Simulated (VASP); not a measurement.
OSZICAR of a VASP run on CuAu (L1_0):

OSZICAR:
```
       N       E                     dE             d eps       ncg     rms          rms(c)
DAV:   1     0.161969650721E+03    0.16197E+03   -0.13405E+04  4280   0.256E+03
DAV:   2     0.240152931001E+01   -0.15957E+03   -0.15289E+03  4354   0.436E+02
DAV:   3    -0.923757606504E+01   -0.11639E+02   -0.11446E+02  5236   0.153E+02
DAV:   4    -0.941477058554E+01   -0.17719E+00   -0.17691E+00  5477   0.191E+01
DAV:   5    -0.942019219203E+01   -0.54216E-02   -0.54214E-02  6499   0.307E+00    0.121E+01
DAV:   6    -0.144715619404E+02   -0.50514E+01   -0.14321E+01  4224   0.564E+01    0.585E+00
DAV:   7    -0.153838379836E+02   -0.91228E+00   -0.29726E+00  6588   0.506E+01    0.349E+00
DAV:   8    -0.152836023661E+02    0.10024E+00   -0.59054E-01  5452   0.381E+01    0.203E+00
DAV:   9    -0.152752327589E+02    0.83696E-02   -0.55202E-02  5683   0.312E+00    0.176E+00
DAV:  10    -0.152639752380E+02    0.11258E-01   -0.16621E-01  6412   0.105E+01    0.425E-01
DAV:  11    -0.152643921148E+02   -0.41688E-03   -0.28008E-02  5208   0.456E+00    0.156E-01
DAV:  12    -0.152641786037E+02    0.21351E-03   -0.24614E-03  4823   0.152E+00    0.478E-02
DAV:  13    -0.152639847507E+02    0.19385E-03   -0.24316E-04  4746   0.223E-01    0.325E-02
DAV:  14    -0.152641406919E+02   -0.15594E-03   -0.14202E-04  6293   0.209E-01    0.173E-02
DAV:  15    -0.152641459791E+02   -0.52872E-05   -0.18564E-05  5473   0.148E-01    0.303E-03
DAV:  16    -0.152641457725E+02    0.20654E-06   -0.72981E-07  2905   0.144E-02
   1 F= -.15264146E+02 E0= -.15263823E+02  d E =-.152641E+02
       N       E                     dE             d eps       ncg     rms          rms(c)
DAV:   1    -0.155022315991E+02   -0.23809E+00   -0.43264E+00  4346   0.447E+01    0.367E+00
DAV:   2    -0.153528531853E+02    0.14938E+00   -0.16858E+00  4300   0.432E+01    0.203E+00
DAV:   3    -0.152878309080E+02    0.65022E-01   -0.77540E-01  4415   0.293E+01    0.178E+00
DAV:   4    -0.152681871607E+02    0.19644E-01   -0.44526E-02  5208   0.814E+00    0.838E-01
DAV:   5    -0.152639184283E+02    0.42687E-02   -0.11891E-02  5854   0.374E+00    0.754E-02
DAV:   6    -0.152640196536E+02   -0.10123E-03   -0.17576E-03  6283   0.114E+00    0.312E-02
DAV:   7    -0.152640750088E+02   -0.55355E-04   -0.29344E-04  4836   0.390E-01    0.169E-02
DAV:   8    -0.152641839848E+02   -0.10898E-03   -0.47211E-05  4879   0.144E-01    0.309E-03
DAV:   9    -0.152641847383E+02   -0.75353E-06   -0.36157E-06  4781   0.319E-02
   2 F= -.15264185E+02 E0= -.15264082E+02  d E =-.389658E-04
       N       E                     dE             d eps       ncg     rms          rms(c)
DAV:   1    -0.153304874746E+02   -0.66303E-01   -0.10975E+00  4306   0.219E+01    0.199E+00
DAV:   2    -0.153017050078E+02    0.28782E-01   -0.56305E-01  4236   0.238E+01    0.136E+00
DAV:   3    -0.152708230356E+02    0.30882E-01   -0.23165E-01  4488   0.200E+01    0.793E-01
DAV:   4    -0.152676300637E+02    0.31930E-02   -0.10695E-02  6003   0.300E+00    0.416E-01
DAV:   5    -0.152667616509E+02    0.86841E-03   -0.28618E-03  5919   0.167E+00    0.769E-02
DAV:   6    -0.152667738665E+02   -0.12216E-04   -0.52464E-04  5588   0.499E-01    0.146E-02
DAV:   7    -0.152668007273E+02   -0.26861E-04   -0.62337E-05  4396   0.909E-02    0.925E-03
DAV:   8    -0.152668228702E+02   -0.22143E-04   -0.11927E-05  4473   0.396E-02    0.263E-03
DAV:   9    -0.152668229214E+02   -0.51138E-07   -0.93900E-07  3356   0.173E-02
   3 F= -.15266823E+02 E0= -.15266641E+02  d E =-.267715E-02
       N       E                     dE             d eps       ncg     rms          rms(c)
DAV:   1    -0.152750585950E+02   -0.82357E-02   -0.35158E-01  4655   0.587E+00    0.527E-01
DAV:   2    -0.152704797770E+02    0.45788E-02   -0.49333E-03  6281   0.170E+00    0.314E-01
DAV:   3    -0.152696311669E+02    0.84861E-03   -0.61077E-03  5373   0.268E+00    0.243E-01
DAV:   4    -0.152688291313E+02    0.80204E-03   -0.31673E-03  5263   0.204E+00    0.413E-02
DAV:   5    -0.152688476214E+02   -0.18490E-04   -0.17275E-04  5244   0.184E-01    0.273E-02
DAV:   6    -0.152688424027E+02    0.52187E-05   -0.44191E-05  4488   0.101E-01    0.870E-03
DAV:   7    -0.152688559538E+02   -0.13551E-04   -0.32407E-05  4516   0.789E-02    0.224E-03
DAV:   8    -0.152688561882E+02   -0.23440E-06   -0.17543E-06  3636   0.256E-02
   4 F= -.15268856E+02 E0= -.15268710E+02  d E =-.203327E-02
       N       E                     dE             d eps       ncg     rms          rms(c)
DAV:   1    -0.152918384446E+02   -0.22982E-01   -0.11724E+00  4655   0.107E+01    0.960E-01
DAV:   2    -0.152765512934E+02    0.15287E-01   -0.15257E-02  6193   0.281E+00    0.564E-01
DAV:   3    -0.152731712171E+02    0.33801E-02   -0.17733E-02  5637   0.441E+00    0.392E-01
DAV:   4    -0.152711664799E+02    0.20047E-02   -0.89650E-03  5167   0.347E+00    0.758E-02
DAV:   5    -0.152712162836E+02   -0.49804E-04   -0.50817E-04  5646   0.345E-01    0.500E-02
DAV:   6    -0.152711985853E+02    0.17698E-04   -0.12995E-04  4453   0.174E-01    0.152E-02
DAV:   7    -0.152712398094E+02   -0.41224E-04   -0.97219E-05  4472   0.137E-01    0.369E-03
DAV:   8    -0.152712405852E+02   -0.77574E-06   -0.60706E-06  4705   0.429E-02
   5 F= -.15271241E+02 E0= -.15271123E+02  d E =-.441766E-02
       N       E                     dE             d eps       ncg     rms          rms(c)
DAV:   1    -0.153547586984E+02   -0.83519E-01   -0.47641E+00  4627   0.216E+01    0.193E+00
DAV:   2    -0.152927691689E+02    0.61990E-01   -0.55538E-02  6099   0.480E+00    0.111E+00
DAV:   3    -0.152740426465E+02    0.18727E-01   -0.49353E-02  6347   0.640E+00    0.534E-01
DAV:   4    -0.152717029435E+02    0.23397E-02   -0.20522E-02  4816   0.523E+00    0.159E-01
DAV:   5    -0.152717353639E+02   -0.32420E-04   -0.16539E-03  6225   0.844E-01    0.954E-02
DAV:   6    -0.152716542810E+02    0.81083E-04   -0.48256E-04  4459   0.335E-01    0.283E-02
DAV:   7    -0.152718293526E+02   -0.17507E-03   -0.37893E-04  4463   0.272E-01    0.745E-03
DAV:   8    -0.152718322776E+02   -0.29250E-05   -0.23376E-05  4680   0.712E-02    0.508E-03
DAV:   9    -0.152718343113E+02   -0.20337E-05   -0.75370E-07  3214   0.132E-02    0.114E-03
DAV:  10    -0.152718341311E+02    0.18025E-06   -0.50681E-07  2282   0.112E-02
   6 F= -.15271834E+02 E0= -.15271551E+02  d E =-.501121E-02
       N       E                     dE             d eps       ncg     rms          rms(c)
DAV:   1    -0.152859224034E+02   -0.14088E-01   -0.77099E-01  4585   0.863E+00    0.776E-01
DAV:   2    -0.152756508018E+02    0.10272E-01   -0.85139E-03  6214   0.161E+00    0.442E-01
DAV:   3    -0.152723066929E+02    0.33441E-02   -0.53663E-03  6016   0.173E+00    0.128E-01
DAV:   4    -0.152723786349E+02   -0.71942E-04   -0.17858E-03  5212   0.136E+00    0.713E-02
DAV:   5    -0.152723350664E+02    0.43569E-04   -0.23309E-04  6209   0.496E-01    0.369E-02
DAV:   6    -0.152723141643E+02    0.20902E-04   -0.77266E-05  4554   0.137E-01    0.105E-02
DAV:   7    -0.152723485765E+02   -0.34412E-04   -0.65095E-05  4476   0.116E-01    0.264E-03
DAV:   8    -0.152723498474E+02   -0.12709E-05   -0.40099E-06  4362   0.310E-02    0.172E-03
DAV:   9    -0.152723502363E+02   -0.38892E-06   -0.19356E-07  2184   0.576E-03
   7 F= -.15272350E+02 E0= -.15272360E+02  d E =-.552731E-02
       N       E                     dE             d eps       ncg     rms          rms(c)
DAV:   1    -0.152927074831E+02   -0.20358E-01   -0.34756E-01  4224   0.127E+01    0.112E+00
DAV:   2    -0.152812674454E+02    0.11440E-01   -0.17440E-01  4208   0.135E+01    0.651E-01
DAV:   3    -0.152731320439E+02    0.81354E-02   -0.71684E-02  4305   0.107E+01    0.409E-01
DAV:   4    -0.152721418130E+02    0.99023E-03   -0.35055E-03  5682   0.180E+00    0.215E-01
DAV:   5    -0.152719341746E+02    0.20764E-03   -0.94976E-04  5870   0.100E+00    0.544E-02
DAV:   6    -0.152719385306E+02   -0.43560E-05   -0.17258E-04  5656   0.282E-01    0.915E-03
DAV:   7    -0.152719438032E+02   -0.52726E-05   -0.15495E-05  5531   0.626E-02    0.240E-03
DAV:   8    -0.152719467620E+02   -0.29588E-05   -0.23866E-06  4550   0.187E-02    0.118E-03
DAV:   9    -0.152719463411E+02    0.42095E-06   -0.13979E-07  2170   0.629E-03
   8 F= -.15271946E+02 E0= -.15271940E+02  d E =0.403895E-03
       N       E                     dE             d eps       ncg     rms          rms(c)
DAV:   1    -0.152827071817E+02   -0.10760E-01   -0.17508E-01  4232   0.906E+00    0.774E-01
DAV:   2    -0.152766614704E+02    0.60457E-02   -0.80246E-02  4215   0.926E+00    0.424E-01
DAV:   3    -0.152731717494E+02    0.34897E-02   -0.34433E-02  4286   0.683E+00    0.304E-01
DAV:   4    -0.152725725500E+02    0.59920E-03   -0.17679E-03  5358   0.141E+00    0.155E-01
DAV:   5    -0.152724154682E+02    0.15708E-03   -0.49703E-04  5854   0.762E-01    0.369E-02
DAV:   6    -0.152724232091E+02   -0.77409E-05   -0.83938E-05  5978   0.231E-01    0.471E-03
DAV:   7    -0.152724259300E+02   -0.27209E-05   -0.59951E-06  4633   0.302E-02    0.185E-03
DAV:   8    -0.152724277257E+02   -0.17957E-05   -0.75200E-07  3329   0.157E-02    0.746E-04
DAV:   9    -0.152724281137E+02   -0.38803E-06   -0.15840E-07  2114   0.102E-02
   9 F= -.15272428E+02 E0= -.15272434E+02  d E =-.778774E-04
```

Which electronic solver shows in the log?

It is blocked Davidson (ALGO = Normal, or the opening steps of other solvers). The INCAR had ALGO = Normal.

Can the final energy be trusted as converged?

The run converged. It stopped with EDIFF = 1E-6, NELM = 100, NSW = 60 and EDIFFG = -0.01 after 9 ionic steps (TPSS meta-GGA, plane waves, VASP's PBE PAW potentials (set 64)).

The compound is CuAu in the L1_0 structure. This run relaxes it. Symmetry was kept, so distortions that lower it aren't found.
